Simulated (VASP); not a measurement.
**GaSb: relaxation of cell and atoms with PBE+D3(BJ)**

Crystal: GaSb.

```
Ga Sb
1.0
     0.00000    3.05900    3.05900
     3.05900    0.00000    3.05900
     3.05900    3.05900    0.00000
Ga Sb
1 1
Direct
  0.00000 0.00000 0.00000
  0.25000 0.25000 0.25000
```

```json
{
  "Program": "VASP 6.6.1",
  "Task": "relaxation of cell and atoms",
  "Functional": "PBE",
  "Dispersion": "D3(BJ)",
  "Potentials or basis": "VASP PAW PBE potentials, release 64 (Ga_d, Sb)",
  "Cutoff": "520 eV",
  "k mesh": "10 × 10 × 10",
  "Occupations": "gaussian, width 0.02 eV",
  "Spin": "no spin polarisation",
  "Further INCAR settings": "ALGO = Normal; EDIFF = 1e-07; IBRION = 2; EDIFFG = -0.002; NSW = 80; ISIF = 3"
}
```

```
Relaxed volume                         : 28.83 Å³/atom
Relaxed cell                           : a = 4.336 Å, b = 4.336 Å, c = 4.336 Å, α = 60.00°, β = 60.00°, γ = 60.00°
Space group after relaxing (to 0.05 Å) : F-43m (No. 216)
Energy gained by relaxing              : 0.2 meV/atom
Ionic steps                            : 3
Pressure after relaxing                : 0.0 GPa
Band gap on the k mesh                 : none (metal or under the smearing width)
Dispersion energy per atom             : -0.330 eV
```

The path:
| step | energy change (eV) | largest force (eV/Å) | pressure (GPa) | volume (Å³) |
| --- | --- | --- | --- | --- |
| 1 | 0.0000 | 0.0000 | 0.35 | 57.25 |
| 2 | -0.0004 | 0.0000 | -0.08 | 57.76 |
| 3 | -0.0004 | 0.0000 | 0.01 | 57.66 |

Final structure:
```
Ga Sb
1.0
     0.00000    3.06637    3.06637
     3.06637    0.00000    3.06637
     3.06637    3.06637    0.00000
Ga Sb
1 1
Direct
  0.00000 0.00000 0.00000
  0.25000 0.25000 0.25000
```

Levels at points of the mesh, in eV from the Fermi level:
| k point | band 5 | band 6 | band 7 | band 8 | band 9 | band 10 | band 11 | band 12 | band 13 |
| --- | --- | --- | --- | --- | --- | --- | --- | --- | --- |
| (0.00, 0.00, 0.00) | -14.98 | -11.43 | -0.02 | -0.01 | -0.01 | -0.01 | 2.77 | 2.77 | 2.77 |
| (0.50, 0.00, 0.00) | -14.98 | -9.83 | -6.34 | -1.15 | -1.15 | 0.38 | 3.74 | 3.74 | 6.47 |
| (0.50, 0.50, 0.00) | -14.97 | -9.01 | -6.79 | -2.56 | -2.56 | 0.91 | 1.26 | 8.63 | 8.63 |

Run time: 87 s on 1 thread of Intel(R) Xeon(R) Platinum 8259CL CPU @ 2.50GHz (Skylake/Cascade Lake) (shared host), peak memory 0.22 GiB.

Caveat: pairwise dispersion overbinds metals, which lowers pressure and volume; this crystal is a semiconductor, whose small gap the functional closes, so the metal is an error of the method. Zero-point motion and thermal expansion aren't in these numbers.
